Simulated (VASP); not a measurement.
# MgSnO2 (I-4m2) in VASP: relaxation of cell and atoms with PBE

Aim: the relaxation of cell and atoms of MgSnO2 with PBE.

All numbers are computed with VASP 6.6.1; they aren't measurements. Logs are shortened: lines on timing, memory, paths and dates and some standing lists are left out, and cuts for length are marked.

## 1. The crystal as given

The structure is tetragonal, space group I-4m2 (No. 119). Conventional cell: a = 4.027 Å, b = 4.027 Å, c = 7.776 Å, α = 90.00°, β = 90.00°, γ = 90.00°. Mg (site symmetry -4m2) is surrounded by 2 O at 2.01 Å. Around Sn (site symmetry -4m2) lie 4 O at 2.01 Å. O (site symmetry 2mm) is surrounded by 1 Mg at 2.01 Å and 2 Sn at 2.01 Å.

The cell was built by a generator and needn't be a form met in nature.

## 2. Relaxation of cell and atoms, PBE

INCAR

```
  ALGO = Fast
  EDIFF = 1E-4
  EDIFFG = -0.08
  ENCUT = 520
  GGA = PE
  IBRION = 2
  ISIF = 3
  ISMEAR = 0
  LASPH = T
  LCHARG = F
  LREAL = F
  LWAVE = F
  NELM = 60
  NSW = 24
  PREC = Normal
  SIGMA = 0.15
```

KPOINTS

```
k-points
0
Gamma
  5 5 5
```

POSCAR

```
MgSnO2
1.0
   -2.0133799700      2.0133799700      3.8882187000
    2.0133799700     -2.0133799700      3.8882187000
    2.0133799700      2.0133799700     -3.8882187000
Mg Sn O
1 1 2
Direct
    0.2500000000      0.7500000000      0.5000000000
    0.5000000000      0.5000000000      0.0000000000
    0.5078476800      0.0078476800      0.5000000000
    0.9921523200      0.4921523200      0.5000000000
```

Potentials or basis: VASP PAW PBE potentials, release 64 (Mg, Sn_d, O).

Launch:

```
$ cat potpaw_PBE.64/Mg/POTCAR potpaw_PBE.64/Sn_d/POTCAR potpaw_PBE.64/O/POTCAR > POTCAR
$ mpirun -np 1 vasp_std > vasp.out
```

OUTCAR:

```text
EDIFF = 1E-4
   EDIFFG = -0.08
   ENCUT = 520
   GGA = PE
   IBRION = 2
   ISIF = 3
   ISMEAR = 0
   LASPH = T
   LREAL = F
   NELM = 60
   NSW = 24
   PREC = Normal

 ion  position               nearest neighbor table
   1  0.250  0.750  0.500-   3 2.01   4 2.01   2 2.80   2 2.80   2 2.80   2 2.80
   2  0.500  0.500  0.000-   4 2.01   3 2.01   3 2.01   4 2.01   1 2.80   1 2.80   1 2.80   1 2.80

   3  0.508  0.008  0.500-   1 2.01   2 2.01   2 2.01
   4  0.992  0.492  0.500-   1 2.01   2 2.01   2 2.01

  LATTYP: Found a body centered tetragonal cell.
 ALAT       =     4.0267599400
 C/A-ratio  =     1.9311897197

  Lattice vectors:

 A1 = (  -2.0133799700,   2.0133799700,   3.8882187000)
 A2 = (   2.0133799700,  -2.0133799700,   3.8882187000)
 A3 = (   2.0133799700,   2.0133799700,  -3.8882187000)

Analysis of symmetry for initial positions (statically):
=====================================================================
 Subroutine PRICEL returns:
 Original cell was already a primitive cell.

 Routine SETGRP: Setting up the symmetry group for a
 body centered tetragonal supercell.

 Subroutine GETGRP returns: Found  8 space group operations
 (whereof  8 operations were pure point group operations)
 out of a pool of 16 trial point group operations.

The static configuration has the point symmetry D_2d.

Analysis of symmetry for dynamics (positions and initial velocities):
=====================================================================
 Subroutine PRICEL returns:
 Original cell was already a primitive cell.

 Routine SETGRP: Setting up the symmetry group for a
 body centered tetragonal supercell.

 Subroutine GETGRP returns: Found  8 space group operations
 (whereof  8 operations were pure point group operations)
 out of a pool of 16 trial point group operations.

The dynamic configuration has the point symmetry D_2d.

 Subroutine INISYM returns: Found  8 space group operations
 (whereof  8 operations are pure point group operations),
 and found     1 'primitive' translations

----------------------------------------------------------------------------------------

                                     Primitive cell

  volume of cell :      63.0467

  direct lattice vectors                    reciprocal lattice vectors
    -2.013379970  2.013379970  3.888218700     0.000000000  0.248338618  0.128593590
     2.013379970 -2.013379970  3.888218700     0.248338618  0.000000000  0.128593590
     2.013379970  2.013379970 -3.888218700     0.248338618  0.248338618  0.000000000

  length of vectors
     4.819298960  4.819298960  4.819298960     0.279657613  0.279657613  0.351203842

  position of ions in fractional coordinates (direct lattice)
     0.250000000  0.750000000  0.500000000
     0.500000000  0.500000000  0.000000000
     0.507847680  0.007847680  0.500000000
     0.992152320  0.492152320  0.500000000

  ion indices of the primitive-cell ions
   primitive index   ion index
                 1           1
                 2           2
                 3           3
                 4           4

----------------------------------------------------------------------------------------

 KPOINTS: k-points

Automatic generation of k-mesh.
 Grid dimensions read from file:
 generate k-points for:    5    5    5

 Generating k-lattice:

  Cartesian coordinates                     Fractional coordinates (reciprocal lattice)
     0.000000000  0.049667724  0.025718718     0.200000000  0.000000000  0.000000000
     0.049667724  0.000000000  0.025718718     0.000000000  0.200000000  0.000000000
     0.049667724  0.049667724  0.000000000     0.000000000  0.000000000  0.200000000

  Length of vectors
     0.055931523  0.055931523  0.070240768

  Shift w.r.t. Gamma in fractional coordinates (k-lattice)
     0.000000000  0.000000000  0.000000000

 Subroutine IBZKPT returns following result:
 ===========================================

 Found     18 irreducible k-points:

 Following reciprocal coordinates:
            Coordinates               Weight
  0.000000  0.000000  0.000000      1.000000
  0.200000 -0.000000  0.000000      8.000000
  0.400000  0.000000  0.000000      8.000000
  0.200000  0.200000  0.000000      8.000000
  0.400000  0.200000  0.000000     16.000000
 -0.400000  0.200000  0.000000     16.000000
[... 10 lines left out ...]
 -0.400000  0.400000  0.400000      4.000000
 -0.400000 -0.400000  0.400000      2.000000
   k-points           NKPTS =     18   k-points in BZ     NKDIM =     18   number of bands    NBANDS=     18
   number of dos      NEDOS =    301   number of ions     NIONS =      4
   total plane-waves  NPLWV =  21952
   dimension x,y,z NGX =    28 NGY =   28 NGZ =   28
   dimension x,y,z NGXF=    56 NGYF=   56 NGZF=   56
   ions per type =               1   1   2
   NGX,Y,Z   is equivalent  to a cutoff of   9.66,  9.66,  9.66 a.u.
   NGXF,Y,Z  is equivalent  to a cutoff of  19.32, 19.32, 19.32 a.u.
 SYSTEM =  unknown system
   PREC   = normal    normal or accurate (medium, high low for compatibility)
   ISTART =      0    job   : 0-new  1-cont  2-samecut
   ICHARG =      2    charge: 1-file 2-atom 10-const
   ISPIN  =      1    spin polarized calculation?
   LNONCOLLINEAR =      F non collinear calculations
   LSORBIT =      F    spin-orbit coupling
   LASPH  =      T    aspherical Exc in radial PAW
   ENCUT  =  520.0 eV  38.22 Ry    6.18 a.u.   8.96  8.96  8.96*2*pi/ulx,y,z
   NELM   =     60;   NELMIN=  2; NELMDL= -5     # of ELM steps
   EDIFF  = 0.1E-03   stopping-criterion for ELM
   LREAL  =      F    real-space projection
   EDIFFG = -.8E-01   stopping-criterion for IOM
   NSW    =     24    number of steps for IOM
   IBRION =      2    ionic relax: 0-MD 1-quasi-New 2-CG
   NFREE  =      1    steps in history (QN), initial steepest desc. (CG)
   ISIF   =      3    stress and relaxation
   ISYM   =      2    0-nonsym 1-usesym 2-fastsym
   POTIM  = 0.5000    time-step for ionic-motion
   TEBEG  =    0.0;   TEEND  =   0.0 temperature during run
   PSTRESS=    0.0 pullay stress
   NELECT =      28.0000    total number of electrons
   NUPDOWN=      -1.0000    fix difference up-down
   EMIN   =  10.00;   EMAX   =-10.00  energy-range for DOS
   EFERMI =   0.00;   METHOD = LEGACY
   ISMEAR =     0;   SIGMA  =   0.15  broadening in eV -4-tet -1-fermi 0-gaus
   EFERMI_NEDOS =   21; number of points for ismear=-14 and -15
   IALGO  =     68    algorithm
   IMIX   =      4    mixing-type and parameters
     AMIX     =   0.40;   BMIX     =  1.00
     AMIX_MAG =   1.60;   BMIX_MAG =  1.00
  volume/ion in A,a.u.               =      15.76       106.36
  Fermi-wavevector in a.u.,A,eV,Ry     =   1.249032  2.360328 21.226179  1.560080
  Thomas-Fermi vector in A             =   2.383091
   LORBIT       =      0    0 simple, 1 ext, 2 COOP (PROOUT), +10 PAW based schemes
   GGA     = PE    functional components
   LHFCALC =     F    Hartree Fock is set to
   AEXX    =    0.0000 exact exchange contribution
   IVDW    =     0    specifies the selected vdW correction
   LEPSILON=     F    determine dielectric tensor
   LRPA    =     F    only Hartree local field effects (RPA)
 conjugate gradient relaxation of ions
 non-spin polarized calculation
 RMM-DIIS sequential band-by-band and
 Gauss-broadening in eV      SIGMA  =   0.15
  energy-cutoff  :      520.00
  volume of cell :       63.05
 maximum number of plane-waves:      1717
   NGX = 17   NGY = 17   NGZ = 17

--------------------------------------- Ionic step        1  -------------------------------------------

 number of electron      27.9999989 magnetization

 Free energy of the ion-electron system (eV)
  ---------------------------------------------------
  ext. energy  EPLUGINS =         0.00000000
  ---------------------------------------------------
  free energy    TOTEN  =       -17.92312801 eV

  energy without entropy =      -17.90388376  energy(sigma->0) =      -17.91350588

 E-fermi :   5.0328     XC(G=0):  -9.6593

 val. band max:        5.0193966242   @ k =  -0.4000   0.2000   0.0000
 cond. band min:       5.1644101396   @ k =  -0.2000   0.4000   0.2000
 fundamental gap:      0.1450135154
 Fermi energy:         5.0327880906

 k-point     1 :       0.0000    0.0000    0.0000
  band No.  band energies     occupation
      1     -17.5224      2.00000
      2     -17.0776      2.00000
      3     -16.4737      2.00000
      4     -16.4737      2.00000
      5     -16.3281      2.00000
      6     -14.1716      2.00000
[... 10 lines left out ...]
     17      10.0173      0.00000
     18      10.0174      0.00000
[... 453 lines left out ...]
 POSITION                                       TOTAL-FORCE (eV/Angst)
 -----------------------------------------------------------------------------------
      2.19095     -0.00000      2.00257        -0.000000     -0.000000      0.000000
      0.00000      0.00000      4.00514        -0.000000     -0.000000      0.000000
      0.00000      2.19095      0.03445         0.000000      0.000000     -1.308073
      0.00000      2.19095      3.97069         0.000000      0.000000      1.308073
 -----------------------------------------------------------------------------------
    total drift:                               -0.000001      0.000001      0.000000

  FREE ENERGIE OF THE ION-ELECTRON SYSTEM (eV)
  ---------------------------------------------------
  free  energy   TOTEN  =       -18.6810974222 eV

  energy  without entropy=      -18.6537782239  energy(sigma->0) =      -18.66743782

[... ionic steps 4 to 15 ...]

--------------------------------------- Ionic step       16  -------------------------------------------

 number of electron      27.9999998 magnetization

------------------------ aborting loop because EDIFF is reached ----------------------------------------

  FORCE on cell =-STRESS in cart. coord.  units (eV):
  Direction    XX          YY          ZZ          XY          YZ          ZX
  --------------------------------------------------------------------------------------
  -------------------------------------------------------------------------------------
  Total       -0.3828154     -0.3828154     -0.0420091      0.0000000     -0.0000000      0.0000000
  in kB       -7.1617417     -7.1617417     -0.7859089      0.0000000     -0.0000000      0.0000000
  external PRESSURE =      -5.0364641 kB  Pullay stress =       0.0000000 kB

 VOLUME and BASIS-vectors are now :
 -----------------------------------------------------------------------------
  energy-cutoff  :      520.00
  volume of cell :       85.64
      direct lattice vectors                 reciprocal lattice vectors
    -2.056582708  2.056582708  5.062079574     0.000000000  0.243121756  0.098773635
     2.056582708 -2.056582708  5.062079574     0.243121756  0.000000000  0.098773635
     2.056582708  2.056582708 -5.062079574     0.243121756  0.243121756  0.000000000
[... 39 lines left out ...]
 POSITION                                       TOTAL-FORCE (eV/Angst)
 -----------------------------------------------------------------------------------
      2.06059      0.00000      2.52557         0.000000      0.000000     -0.000000
      0.00000      0.00000      5.05114         0.000000      0.000000     -0.000000
      2.06059     -0.00000      4.36117         0.000000      0.000000      0.149488
      2.06059      0.00000      0.68997        -0.000000     -0.000000     -0.149488
 -----------------------------------------------------------------------------------
    total drift:                               -0.000013      0.000013      0.000000

  FREE ENERGIE OF THE ION-ELECTRON SYSTEM (eV)
  ---------------------------------------------------
  free  energy   TOTEN  =       -19.6833858011 eV

  energy  without entropy=      -19.6788119673  energy(sigma->0) =      -19.68109888

--------------------------------------- Ionic step       18  -------------------------------------------

 number of electron      28.0000011 magnetization

 Free energy of the ion-electron system (eV)
  ---------------------------------------------------
  ext. energy  EPLUGINS =         0.00000000
  ---------------------------------------------------
  free energy    TOTEN  =       -19.68706691 eV

  energy without entropy =      -19.68252803  energy(sigma->0) =      -19.68479747

 E-fermi :   3.0757     XC(G=0):  -8.2197

 val. band max:        3.0029671078   @ k =  -0.2000  -0.4000   0.2000
 cond. band min:       3.3406157398   @ k =  -0.2000  -0.2000   0.2000
 fundamental gap:      0.3376486320
 Fermi energy:         3.0756521788

 k-point     1 :       0.0000    0.0000    0.0000
  band No.  band energies     occupation
      1     -18.9129      2.00000
      2     -18.6634      2.00000
      3     -18.5533      2.00000
      4     -18.5533      2.00000
      5     -18.4144      2.00000
      6     -15.8630      2.00000
[... 10 lines left out ...]
     17       8.8178      0.00000
     18       8.8184      0.00000
[... 377 lines left out ...]
 POSITION                                       TOTAL-FORCE (eV/Angst)
 -----------------------------------------------------------------------------------
      2.05626      0.00000      2.51688         0.000000     -0.000000      0.000000
      0.00000      0.00000      5.03376         0.000000     -0.000000      0.000000
      2.05626     -0.00000      4.35667        -0.000000      0.000000      0.037066
      2.05626      0.00000      0.67709        -0.000000      0.000000     -0.037066
 -----------------------------------------------------------------------------------
    total drift:                               -0.000015      0.000015      0.000000

  FREE ENERGIE OF THE ION-ELECTRON SYSTEM (eV)
  ---------------------------------------------------
  free  energy   TOTEN  =       -19.6870669098 eV

  energy  without entropy=      -19.6825280297  energy(sigma->0) =      -19.68479747

 reached required accuracy - stopping structural energy minimisation
```

Run time: 91 s. Hardware: 1 thread of Intel Xeon 6975P-C (Granite Rapids), shared host; peak memory 0.17 GiB.

What came out:

```yaml
Free_energy: -19.6871 eV
Relaxed_volume: 21.28 Å³/atom
Relaxed_cell: a = 5.813 Å, b = 5.813 Å, c = 5.813 Å, α = 138.57°, β = 138.57°, γ = 60.03°
Space_group_after_relaxing_to_0.05_Å: I-4m2 (No. 119)
Energy_gained_by_relaxing: 441.0 meV/atom
Ionic_steps: 18
Pressure_after_relaxing: -0.2 GPa
Largest_force_after_relaxing: 0.037 eV/Å
Band_gap_on_the_k_mesh: none (metal or under the smearing width)
```

Forces in eV/Å, atoms in the order of the input:
```
Mg   0.000  0.000  0.000
Sn   0.000  0.000  0.000
O    0.000  0.000  0.037
O    0.000  0.000 -0.037
```

Step by step:
```csv
step,energy change (eV),largest force (eV/Å),pressure (GPa),volume (Å³)
1,0.0000,0.7074,18.10,63.05
2,-0.7357,1.4648,-3.91,80.61
3,-0.7580,1.3081,-1.43,76.90
4,-0.9229,0.7987,0.89,76.78
5,-0.9379,0.3620,2.11,76.71
6,-1.0177,0.0747,1.49,79.60
7,-1.0379,0.7404,0.20,85.23
8,-1.0507,0.4641,0.17,83.37
9,-1.1100,0.2489,-0.59,84.68
10,-1.2291,0.3180,-2.99,88.57
11,-1.2613,1.1709,-7.25,96.21
12,-1.2821,0.7127,-4.81,91.99
13,-1.4157,0.7603,-4.04,90.97
14,-1.7160,0.5015,-2.13,87.40
15,-1.3160,1.2012,2.34,78.33
16,-1.7602,0.1773,-0.50,85.64
17,-1.7603,0.1495,-0.67,85.79
18,-1.7639,0.0371,-0.17,85.13
```

Final structure:
```yaml
crystal:
  lattice:
    - [-2.05626, 2.05626, 5.03376]
    - [2.05626, -2.05626, 5.03376]
    - [2.05626, 2.05626, -5.03376]
  atoms:
    - { symbol: Mg, position: [0.25000, 0.75000, 0.50000] }
    - { symbol: Sn, position: [0.50000, 0.50000, 0.00000] }
    - { symbol: O, position: [0.43275, 0.93275, 0.50000] }
    - { symbol: O, position: [0.06725, 0.56725, 0.50000] }
```

Levels at points of the mesh, in eV from the Fermi level:
```tsv
k point	band 12	band 13	band 14	band 15	band 16	band 17
(0.00, 0.00, 0.00)	-3.79	-3.02	-3.01	1.27	1.51	5.74
```

Caveat: the k mesh is coarse (spacing up to 0.44 Å⁻¹), so the values aren't converged; the volume moved by over 15 % at a fixed basis, so the end points are rough; the relaxation stopped at a loose force limit of 0.08 eV/Å, so its end isn't a converged minimum.
